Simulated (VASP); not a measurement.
Consider the following.

```xyz
2
Lattice="2.8741 0.0000 0.0000 0.0000 2.9603 0.0000 0.0000 0.0000 2.9603" Properties=species:S:1:pos:R:3 pbc="T T T"
Ga     0.0000     0.0000     0.0000
Ni     1.4370     1.4801     1.4801
```

Level of theory: r2SCAN meta-GGA, VASP's PBE PAW potentials (set 64) (plane waves; VASP). Run with 480 eV cut-off, 12×12×12 Γ-centred mesh, first-order Methfessel-Paxton smearing of 0.10 eV, potentials Ga_d Ni.

### Question
Give the stress tensor in GPa (positive for a compressed cell).

### Answer

```
-8.03   0.00   0.00
 0.00  -8.50   0.00
 0.00   0.00  -8.50
```
The pressure is its mean diagonal, -8.35 GPa.

The structure comes from a computed database's GaNi entry (Pm-3m); how it stands against other phases isn't given here. This cell was strained or had an atom moved on purpose. The run is not spin-polarised, so no magnetic state was tried. The electron count is odd and the run is not spin-polarised, which forces a metal.
